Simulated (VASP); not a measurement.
Input:

```
CELL_PARAMETERS angstrom
      1.78627    -3.09391     0.00000
      1.78627     3.09391     0.00000
      0.00000     0.00000     6.05655
ATOMIC_POSITIONS crystal
  Pt 0.00000 0.00000 0.00000
  S  0.33333 0.66667 0.20263
  S  0.66667 0.33333 0.79737
```

These are PBE GGA, VASP's PBE PAW potentials (set 64) (plane waves; VASP) values and carry that method's errors. Numerical set-up: 520 eV cut-off, Gaussian smearing of 0.050 eV, potentials Pt S.

Without a dispersion term in the relaxation, distances and binding between the weakly bound layers, chains or molecules are unreliable, and so is what depends on them. Unless said otherwise, spin-orbit coupling is left out, though it shifts the bands of the heavy elements here.

Question: Give the energies of bands 3 to 14 at the high-symmetry points, in eV from the valence-band maximum.

Answer: 
| band | Γ | M | K | A | L | H |
|---|---|---|---|---|---|---|
| 3 | -5.75 | -6.50 | -5.59 | -5.74 | -6.54 | -5.52 |
| 4 | -5.75 | -5.15 | -5.30 | -5.74 | -5.16 | -5.34 |
| 5 | -5.58 | -4.25 | -5.30 | -5.19 | -4.18 | -5.34 |
| 6 | -3.06 | -3.87 | -3.67 | -3.06 | -4.10 | -3.63 |
| 7 | -3.06 | -2.39 | -3.67 | -3.06 | -2.39 | -3.63 |
| 8 | -1.20 | -2.31 | -2.68 | -1.39 | -2.36 | -2.66 |
| 9 | -0.49 | -2.26 | -2.35 | -0.80 | -2.20 | -2.55 |
| 10 | -0.49 | -1.87 | -0.88 | -0.52 | -1.96 | -1.02 |
| 11 | -0.30 | -1.85 | -0.88 | -0.52 | -1.34 | -1.02 |
| 12 | 2.93 | 2.43 | 1.72 | 3.02 | 2.65 | 2.15 |
| 13 | 2.93 | 2.84 | 1.72 | 3.02 | 2.67 | 2.15 |
| 14 | 5.40 | 5.53 | 6.23 | 5.86 | 5.27 | 7.06 |

The gap is indirect, 1.51 eV, from the valence maximum at K-Γ at 0.56 to the conduction minimum at A-L at 0.44.

The compound is PtS2 in the 1T layered structure. It was relaxed first, which changed the volume by +22 %.
